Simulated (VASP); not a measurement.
ZrSi (relaxed from the NiAs type structure, space group P6_3/mmc): computed properties

These are PBE GGA, VASP's PBE PAW potentials (set 64) (plane waves; VASP 6.6.1) values and carry that method's errors.

space group: P6_3/mmc (194)
cell: a = b = 3.7221 Å, c = 6.8709 Å, α = β = 90.00°, γ = 120.00°
volume per atom: 20.61 Å^3/atom
band gap (over mesh and band path): none (metal, semimetal or under 0.01 eV)
density: 4.81 g/cm³

```yaml
crystal:
  lattice:
    - [3.72212, 0.00000, 0.00000]
    - [-1.86106, 3.22345, 0.00000]
    - [0.00000, 0.00000, 6.87092]
  atoms:
    - { symbol: Zr, position: [0.00000, 0.00000, 0.00000] }
    - { symbol: Zr, position: [0.00000, 0.00000, 0.50000] }
    - { symbol: Si, position: [0.33333, 0.66667, 0.25000] }
    - { symbol: Si, position: [0.66667, 0.33333, 0.75000] }
```

The structure was generated: ZrSi was put into the NiAs type type (P6_3/mmc), which need not be its known phase. It was relaxed first, which changed the volume by -28 %. Symmetry was kept, so distortions that lower it aren't found.
